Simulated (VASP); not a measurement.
The system is PmTe.

```
Pm Te
1.0
     3.76291    0.00000    0.00000
     0.00000    3.76291    0.00000
     0.00000    0.00000    3.76291
Pm Te
1 1
Cartesian
  0.0000 0.0000 0.0000
  1.8815 1.8815 1.8815
```

The cell comes from a database or a generator and needn't be the stable form of this composition.

Base run:

| Quantity | Value |
| --- | --- |
| Program | VASP 6.6.1 |
| Functional | PBEsol |
| Potentials or basis | VASP PAW PBE potentials, release 64 (Pm, Te) |
| Cutoff | 520 eV |
| k mesh | 5 × 5 × 5 |
| Occupations | gaussian, width 0.05 eV |
| Spin | collinear spin, ferromagnetic start |
| Starting moments | [4.0, 0.0] μB |
| Hubbard terms | Pm f U = 5 eV |

Its results: band gap on the k mesh none (metal or under the smearing width); pressure 5.0 GPa.

Task: The run is repeated on the same cell with these changes: spin from collinear spin, ferromagnetic start to no spin polarisation; further incar settings from ALGO = Normal; EDIFF = 1e-06; NBANDS = 22 to ALGO = Normal; EDIFF = 1e-06; NBANDS = 18. What comes out?

Result: Band gap on the k mesh none (metal or under the smearing width); pressure 2.6 GPa.

Caveats: the PAW data sets were made with another functional, which shifts forces and pressure a little; the U is typed as a test and isn't derived for this compound; the magnetic or orbital state may not be the lowest (some runs); spin-orbit coupling is left out, which moves the levels of the heavy elements (some runs); U without spin polarisation on a metal has little footing (some runs).
